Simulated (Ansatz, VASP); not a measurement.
**NiS2 (Vaesite): VASP beside Ansatz**

Aim: how closely do two programs agree when they are given the same cell, functional and k mesh? Of the first pair: The structure shown is the end of the VASP relaxation below. Valence electrons are named where the data sets of a main pair hold unlike numbers.

Program: Ansatz 0.2.0. Level of theory: plane waves, with VASP 6.6.1 beside it; single point at r2SCAN and band structure at r2SCAN. Results are calculated unless marked as measured.

In doubt: warnings of the run leave room for a lower electronic state (step 3), so energies may not be the lowest and differences between runs may mislead.

## (1) The starting structure

The structure is cubic, space group Pa-3 (No. 205). The conventional cell has a = 5.692 Å, b = 5.692 Å, c = 5.692 Å, α = 90.00°, β = 90.00°, γ = 90.00°. Nearest to Ni lie 6 S at 2.40 Å. S has 1 S at 2.07 Å and 3 Ni at 2.40 Å nearest. Farther neighbours and most contacts between anions are not listed.

As a file:

```cif
data_structure
_symmetry_space_group_name_H-M 'Pa-3'
_symmetry_Int_Tables_number 205
_cell_length_a 5.6920
_cell_length_b 5.6920
_cell_length_c 5.6920
_cell_angle_alpha 90.000
_cell_angle_beta 90.000
_cell_angle_gamma 90.000
_cell_volume 184.42
loop_
_atom_site_label
_atom_site_type_symbol
_atom_site_symmetry_multiplicity
_atom_site_Wyckoff_symbol
_atom_site_fract_x
_atom_site_fract_y
_atom_site_fract_z
_atom_site_occupancy
Ni1 Ni 4 a 0.00000 0.00000 0.00000 1
S1 S 8 c 0.39513 0.39513 0.39513 1
```

## (2) VASP: relaxation, r2SCAN

This run makes the geometry at which the two programs are then compared.

Lines of VASP's logs that name or quote its potential files are left out, and so is its time.

Input file INCAR:

```
SYSTEM = NiS2
PREC = Accurate
ENCUT = 400
EDIFF = 1E-06
NELM = 100
ISMEAR = 0
SIGMA = 0.05
LREAL = .FALSE.
ALGO = Normal
METAGGA = R2SCAN
LASPH = .TRUE.
NBANDS = 65
ISPIN = 2
MAGMOM = 1 1 1 1 0 0 0 0 0 0 0 0
LMAXMIX = 4
LORBIT = 11
LWAVE = .FALSE.
LCHARG = .FALSE.
KPAR = 8
IBRION = 2
NSW = 60
ISIF = 3
EDIFFG = -0.01
```

Input file POSCAR:

```
NiS2
1.0
    5.6873000000      0.0000000000      0.0000000000
    0.0000000000      5.6873000000      0.0000000000
    0.0000000000      0.0000000000      5.6873000000
Ni S
4 8
Direct
    0.0000000000      0.0000000000      0.0000000000
    0.5000000000      0.0000000000      0.5000000000
    0.5000000000      0.5000000000      0.0000000000
    0.0000000000      0.5000000000      0.5000000000
    0.3955000000      0.3955000000      0.3955000000
    0.1045000000      0.6045000000      0.8955000000
    0.8955000000      0.1045000000      0.6045000000
    0.6045000000      0.8955000000      0.1045000000
    0.6045000000      0.6045000000      0.6045000000
    0.8955000000      0.3955000000      0.1045000000
    0.1045000000      0.8955000000      0.3955000000
    0.3955000000      0.1045000000      0.8955000000
```

Input file KPOINTS:

```
Automatic mesh
0
Gamma
4 4 4
0 0 0
```

PAW data sets: Ni and S (PBE family, release 64).

The run is started by

```console
$ mpirun -np 8 vasp_std
```

Numbers of over 12 decimals in the logs are rounded to 6 here.

The program printed:

```text
[banner, memory and clock lines left out]
running    8 mpi-ranks, on    1 nodes
 distrk:  each k-point on    1 cores,    8 groups
 distr:  one band on    1 cores,    1 groups

 POSCAR found type information on POSCAR NiS
 POSCAR found :  2 types and      12 ions
|                                                                             |
|           W    W    AA    RRRRR   N    N  II  N    N   GGGG   !!!           |
|           W    W   A  A   R    R  NN   N  II  NN   N  G    G  !!!           |
|           W    W  A    A  R    R  N N  N  II  N N  N  G       !!!           |
|           W WW W  AAAAAA  RRRRR   N  N N  II  N  N N  G  GGG   !            |
|           WW  WW  A    A  R   R   N   NN  II  N   NN  G    G                |
|           W    W  A    A  R    R  N    N  II  N    N   GGGG   !!!           |
|                                                                             |
|     For optimal performance we recommend to set                             |
|       NCORE = 2 up to number-of-cores-per-socket                            |
|     NCORE specifies how many cores store one orbital (NPAR=cpu/NCORE).      |
|     This setting can greatly improve the performance of VASP for DFT.       |
|     The default, NCORE=1 might be grossly inefficient on modern             |
|     multi-core architectures or massively parallel machines. Do your        |
|     Unfortunately you need to use the default for GW and RPA                |
|     calculations (for HF NCORE is supported but not extensively tested      |
|     yet).                                                                   |
|                                                                             |

|                                                                             |
|               ----> ADVICE to this user running VASP <----                  |
|                                                                             |
|     You enforced a specific xc type in the INCAR file but a different       |
|     [... a line on the potential file left out ...]
|     I HOPE YOU KNOW WHAT YOU ARE DOING!                                     |
|                                                                             |

 LDA part: xc-table for (None), standard interpolation
 POSCAR, INCAR and KPOINTS ok, starting setup
 FFT: planning ... GRIDC
 FFT: planning ... GRID_SOFT
 FFT: planning ... GRID
 WAVECAR not read
 entering main loop
       N       E                     dE             d eps       ncg     rms          rms(c)
DAV:   1     0.632517066167E+03    0.63252E+03   -0.31503E+04  2860   0.120E+03
DAV:   2    -0.403158345726E+02   -0.67283E+03   -0.63030E+03  2938   0.324E+02
DAV:   3    -0.131737301723E+03   -0.91421E+02   -0.86557E+02  3371   0.128E+02
DAV:   4    -0.136585832923E+03   -0.48485E+01   -0.47655E+01  3456   0.299E+01
DAV:   5    -0.136777276414E+03   -0.19144E+00   -0.19111E+00  3911   0.602E+00    0.392E+01
DAV:   6    -0.133617679851E+03    0.31596E+01   -0.11275E+02  3635   0.122E+02    0.537E+01
DAV:   7    -0.115875517186E+03    0.17742E+02   -0.30873E+01  3596   0.902E+01    0.187E+01
DAV:   8    -0.116873992776E+03   -0.99848E+00   -0.12099E+01  3940   0.389E+01    0.157E+01
DAV:   9    -0.117346777544E+03   -0.47278E+00   -0.21910E+00  3968   0.123E+01    0.107E+01
DAV:  10    -0.116806632072E+03    0.54015E+00   -0.76673E-01  3967   0.111E+01    0.615E+00
DAV:  11    -0.116666580160E+03    0.14005E+00   -0.64485E-01  4291   0.731E+00    0.256E+00
DAV:  12    -0.116684378875E+03   -0.17799E-01   -0.17472E-01  4357   0.352E+00    0.133E+00
DAV:  13    -0.116687798912E+03   -0.34200E-02   -0.20619E-02  3903   0.109E+00    0.712E-01
DAV:  14    -0.116687780869E+03    0.18042E-04   -0.38520E-03  3532   0.460E-01    0.350E-01
DAV:  15    -0.116687921478E+03   -0.14061E-03   -0.23872E-04  3699   0.116E-01    0.179E-01
DAV:  16    -0.116688176782E+03   -0.25530E-03   -0.18402E-04  3950   0.173E-01    0.841E-02
DAV:  17    -0.116688256896E+03   -0.80114E-04   -0.19412E-04  4300   0.148E-01    0.277E-02
DAV:  18    -0.116688259242E+03   -0.23459E-05   -0.66540E-05  3429   0.620E-02    0.173E-02
DAV:  19    -0.116688261923E+03   -0.26812E-05   -0.30182E-06  2450   0.242E-02    0.663E-03
DAV:  20    -0.116688261320E+03    0.60263E-06   -0.74121E-07  1893   0.505E-03
   1 F= -.11668826E+03 E0= -.11668531E+03  d E =-.116688E+03  mag=     7.6575
 curvature:   0.00 expect dE= 0.000E+00 dE for cont linesearch  0.000E+00
 trial: gam= 0.00000 g(F)=  0.633E-02 g(S)=  0.146E-02 ort = 0.000E+00 (trialstep = 0.100E+01)
 search vector abs. value=  0.779E-02
 bond charge predicted
       N       E                     dE             d eps       ncg     rms          rms(c)
DAV:   1    -0.116696503874E+03   -0.82420E-02   -0.45037E-01  3524   0.446E+00    0.128E+00
DAV:   2    -0.116699040043E+03   -0.25362E-02   -0.14663E-01  3606   0.554E+00    0.155E+00
DAV:   3    -0.116689972444E+03    0.90676E-02   -0.30570E-02  3693   0.302E+00    0.602E-01
DAV:   4    -0.116689761895E+03    0.21055E-03   -0.51736E-03  4215   0.487E-01    0.335E-01
DAV:   5    -0.116689495991E+03    0.26590E-03   -0.13521E-03  3995   0.285E-01    0.119E-01
DAV:   6    -0.116689483638E+03    0.12353E-04   -0.18511E-04  3946   0.925E-02    0.492E-02
DAV:   7    -0.116689481385E+03    0.22527E-05   -0.23886E-05  4018   0.564E-02    0.334E-02
DAV:   8    -0.116689478822E+03    0.25638E-05   -0.13254E-05  4204   0.237E-02    0.221E-02
DAV:   9    -0.116689471758E+03    0.70635E-05   -0.36492E-06  2959   0.251E-02    0.112E-02
DAV:  10    -0.116689473039E+03   -0.12810E-05   -0.19707E-06  1992   0.108E-02    0.573E-03
DAV:  11    -0.116689474025E+03   -0.98608E-06   -0.40755E-07  1760   0.283E-03
   2 F= -.11668947E+03 E0= -.11668678E+03  d E =-.121270E-02  mag=     7.6874
 trial-energy change:   -0.001213  1 .order   -0.001152   -0.007788    0.005484
 step:   0.5934(harm=  0.5868)  dis= 0.00212  next Energy=  -116.690585 (dE=-0.232E-02)
 bond charge predicted
       N       E                     dE             d eps       ncg     rms          rms(c)
DAV:   1    -0.116691757361E+03   -0.22843E-02   -0.74542E-02  3524   0.180E+00    0.522E-01
DAV:   2    -0.116692213393E+03   -0.45603E-03   -0.23762E-02  3606   0.220E+00    0.627E-01
DAV:   3    -0.116690604973E+03    0.16084E-02   -0.49999E-03  3620   0.124E+00    0.234E-01
DAV:   4    -0.116690581668E+03    0.23305E-04   -0.88696E-04  4198   0.207E-01    0.124E-01
DAV:   5    -0.116690565319E+03    0.16349E-04   -0.23612E-04  3914   0.145E-01    0.432E-02
DAV:   6    -0.116690571231E+03   -0.59118E-05   -0.29178E-05  3834   0.326E-02    0.199E-02
DAV:   7    -0.116690569872E+03    0.13591E-05   -0.30467E-06  2867   0.246E-02    0.117E-02
DAV:   8    -0.116690572732E+03   -0.28602E-05   -0.23658E-06  1985   0.109E-02    0.841E-03
DAV:   9    -0.116690574806E+03   -0.20746E-05   -0.98240E-07  1682   0.139E-02    0.422E-03
DAV:  10    -0.116690574692E+03    0.11432E-06   -0.47183E-07  1625   0.795E-03
   3 F= -.11669057E+03 E0= -.11668777E+03  d E =-.231337E-02  mag=     7.6761
 curvature:  -0.29 expect dE=-0.536E-04 dE for cont linesearch -0.148E-06
 trial: gam= 0.03151 g(F)=  0.270E-04 g(S)=  0.156E-03 ort =-0.628E-04 (trialstep = 0.919E+00)
 search vector abs. value=  0.186E-03
 reached required accuracy - stopping structural energy minimisation
```

From OUTCAR (step 2):

```text
ion  position               nearest neighbor table
   1  0.000  0.000  0.000-   6 2.40   7 2.40   8 2.40  10 2.40  11 2.40  12 2.40
   2  0.500  0.000  0.500-   5 2.40   7 2.40   8 2.40   9 2.40  11 2.40  12 2.40
   3  0.500  0.500  0.000-   5 2.40   6 2.40   8 2.40   9 2.40  10 2.40  12 2.40
   4  0.000  0.500  0.500-   5 2.40   6 2.40   7 2.40   9 2.40  10 2.40  11 2.40
   5  0.395  0.395  0.395-   9 2.06   3 2.40   4 2.40   2 2.40
   6  0.105  0.605  0.895-  10 2.06   3 2.40   4 2.40   1 2.40
   7  0.895  0.105  0.605-  11 2.06   2 2.40   4 2.40   1 2.40
   8  0.605  0.895  0.105-  12 2.06   2 2.40   3 2.40   1 2.40
   9  0.605  0.605  0.605-   5 2.06   3 2.40   4 2.40   2 2.40
  10  0.895  0.395  0.105-   6 2.06   3 2.40   4 2.40   1 2.40
  11  0.105  0.895  0.395-   7 2.06   2 2.40   4 2.40   1 2.40
  12  0.395  0.105  0.895-   8 2.06   2 2.40   3 2.40   1 2.40

  LATTYP: Found a simple cubic cell.
 ALAT       =     5.6873000000

 Subroutine GETGRP returns: Found 24 space group operations
 (whereof  6 operations were pure point group operations)

The static configuration has the point symmetry S_6 .
 The point group associated with its full space group is T_h .

 Found     11 irreducible k-points:

   k-points           NKPTS =     11   k-points in BZ     NKDIM =     11   number of bands    NBANDS=     65

   dimension x,y,z NGX =    40 NGY =   40 NGZ =   40
   dimension x,y,z NGXF=    80 NGYF=   80 NGZF=   80

   ENCUT  =  400.0 eV  29.40 Ry    5.42 a.u.   9.27  9.27  9.27*2*pi/ulx,y,z

   NELECT =      88.0000    total number of electrons

 k-points in reciprocal lattice and weights: Automatic mesh
   0.00000000  0.00000000  0.00000000       0.016
   0.25000000  0.00000000  0.00000000       0.094
   0.50000000  0.00000000  0.00000000       0.047
   0.25000000  0.25000000  0.00000000       0.188
   0.50000000  0.25000000  0.00000000       0.094
  -0.25000000  0.50000000  0.00000000       0.094
   0.50000000  0.50000000  0.00000000       0.047
   0.25000000  0.25000000  0.25000000       0.125
   0.50000000  0.25000000  0.25000000       0.188
   0.50000000  0.50000000  0.25000000       0.094
   0.50000000  0.50000000  0.50000000       0.016

 average (electrostatic) potential at core
       1 -90.0886       2 -90.0886       3 -90.0886       4 -90.0886       5 -88.0728
       6 -88.0728       7 -88.0728       8 -88.0728       9 -88.0728      10 -88.0728
      11 -88.0728      12 -88.0728

 E-fermi :   7.8222

 spin component 1
 k-point     1 :       0.0000    0.0000    0.0000
  band No.  band energies     occupation
    ...
     42       5.2363      1.00000
     43       5.2363      1.00000
     44       7.5194      1.00000
     45       7.5194      1.00000
     46       7.5194      1.00000
     47       8.1938      0.00000
     48       8.1938      0.00000
     49       8.7639      0.00000
     50      10.5194      0.00000
     51      10.5194      0.00000
    ...

 k-point     2 :       0.2500    0.0000    0.0000
  band No.  band energies     occupation
    ...
     43       5.4054      1.00000
     44       7.1143      1.00000
     45       7.1713      1.00000
     46       7.2399      1.00000
     47       7.5886      1.00000
     48       8.0849      0.00000
     49       9.2380      0.00000
     50      10.0322      0.00000
     51      10.2113      0.00000
     52      10.3074      0.00000
    ...

 k-point     3 :       0.5000    0.0000    0.0000
  band No.  band energies     occupation
    ...
     44       6.1823      1.00000
     45       6.4722      1.00000
     46       6.4722      1.00000
     47       7.8127      0.60577
     48       7.8127      0.60577
     49       9.6628      0.00000
     50       9.6628      0.00000
     51       9.8855      0.00000
     52       9.8855      0.00000
     53      12.3338      0.00000
    ...

 k-point     4 :       0.2500    0.2500    0.0000
  band No.  band energies     occupation
    ...
     44       6.7615      1.00000
     45       6.9982      1.00000
     46       7.0850      1.00000
     47       7.2780      1.00000
     48       7.5008      1.00000
     49       9.4061      0.00000
     50       9.8462      0.00000
     51       9.9134      0.00000
     52      10.3305      0.00000
     53      12.4546      0.00000
    ...

 k-point     5 :       0.5000    0.2500    0.0000
  band No.  band energies     occupation
    ...
     44       6.2510      1.00000
     45       6.3321      1.00000
     46       6.3321      1.00000
     47       7.3087      1.00000
     48       7.3087      1.00000
     49       9.6153      0.00000
     50       9.6153      0.00000
     51       9.8562      0.00000
     52       9.8562      0.00000
     53      12.4871      0.00000
    ...

 k-point     6 :      -0.2500    0.5000    0.0000
  band No.  band energies     occupation
    ...
     44       6.1006      1.00000
     45       6.4350      1.00000
     46       6.4350      1.00000
     47       7.1541      1.00000
     48       7.1541      1.00000
     49       9.6847      0.00000
     50       9.6847      0.00000
     51      10.0077      0.00000
     52      10.0077      0.00000
     53      12.6879      0.00000
    ...

  Total       -0.1135855     -0.1135855     -0.1135855     -0.0000000     -0.0000000      0.0000000
  in kB       -0.9868130     -0.9868130     -0.9868130     -0.0000000     -0.0000000      0.0000000
  external PRESSURE =      -0.9868130 kB  Pullay stress =       0.0000000 kB

  energy-cutoff  :      400.00
  volume of cell :      184.42
      direct lattice vectors                 reciprocal lattice vectors
     5.692017023 -0.000000000  0.000000000     0.175684647 -0.000000000  0.000000000
     0.000000000  5.692017023  0.000000000     0.000000000  0.175684647  0.000000000
    -0.000000000 -0.000000000  5.692017023    -0.000000000 -0.000000000  0.175684647

 POSITION                                       TOTAL-FORCE (eV/Angst)
 -----------------------------------------------------------------------------------
      0.00000      0.00000      0.00000         0.000000      0.000000      0.000000
      2.84601     -0.00000      2.84601         0.000000      0.000000      0.000000
      2.84601      2.84601      0.00000         0.000000      0.000000      0.000000
      0.00000      2.84601      2.84601         0.000000      0.000000      0.000000
      2.24907      2.24907      2.24907        -0.004830     -0.004830     -0.004830
      0.59694      3.44294      5.09508         0.004830      0.004830     -0.004830
      5.09508      0.59694      3.44294        -0.004830      0.004830      0.004830
      3.44294      5.09508      0.59694         0.004830     -0.004830      0.004830
      3.44294      3.44294      3.44294         0.004830      0.004830      0.004830
      5.09508      2.24907      0.59694        -0.004830     -0.004830      0.004830
      0.59694      5.09508      2.24907         0.004830     -0.004830     -0.004830
      2.24907      0.59694      5.09508        -0.004830      0.004830     -0.004830
 -----------------------------------------------------------------------------------
    total drift:                                0.000000     -0.000000     -0.000000

  FREE ENERGIE OF THE ION-ELECTRON SYSTEM (eV)
  ---------------------------------------------------
  free  energy   TOTEN  =      -116.6905746921 eV

  energy  without entropy=     -116.6849676419  energy(sigma->0) =     -116.68777117

 reached required accuracy - stopping structural energy minimisation

 total charge
# of ion       s       p       d       tot
------------------------------------------
    1        0.393   0.467   8.216   9.076
    2        0.393   0.467   8.216   9.076
    3        0.393   0.467   8.216   9.076
    4        0.393   0.467   8.216   9.076
    5        1.336   2.350   0.000   3.686
    6        1.336   2.350   0.000   3.686
    7        1.336   2.350   0.000   3.686
    8        1.336   2.350   0.000   3.686
    9        1.336   2.350   0.000   3.686
   10        1.336   2.350   0.000   3.686
   11        1.336   2.350   0.000   3.686
   12        1.336   2.350   0.000   3.686
--------------------------------------------------
tot         12.259  20.667  32.863  65.789

 magnetization (x)
# of ion       s       p       d       tot
------------------------------------------
    1        0.001  -0.001   1.358   1.358
    2        0.001  -0.001   1.358   1.358
    3        0.001  -0.001   1.358   1.358
    4        0.001  -0.001   1.358   1.358
    5        0.028   0.172   0.000   0.199
    6        0.028   0.172   0.000   0.199
    7        0.028   0.172   0.000   0.199
    8        0.028   0.172   0.000   0.199
    9        0.028   0.172   0.000   0.199
   10        0.028   0.172   0.000   0.199
   11        0.028   0.172   0.000   0.199
   12        0.028   0.172   0.000   0.199
--------------------------------------------------
tot          0.223   1.370   5.433   7.026

[... 6 further parts left out ...]
```

The magnetic state follows from one typed start and may not be the lowest. Experiment finds antiferromagnetic order in this phase (below 38 K, arxiv:1508.05020), so this ferromagnetic run describes another state. The k-mesh is coarse for a metal. The PAW data sets were made with PBE, which is usual practice but a small mismatch for other functionals. The run keeps the 24 symmetry operations of its start, so it cannot find a distortion of lower symmetry.

(Part 1 of 3 ends here.)

[Lines on the potential files, build, host, timing and source positions are cut from VASP's logs without a mark.]

[Logs are printed without paths, hosts, clocks, repeated set-up lines and the standing remarks that a program may print on its own settings, such as how far it seeks lower states.]

[Hosts, paths, dates, database ids (printed as entryN), source tags and the programs' standing remarks are cut or masked in the printed files.]
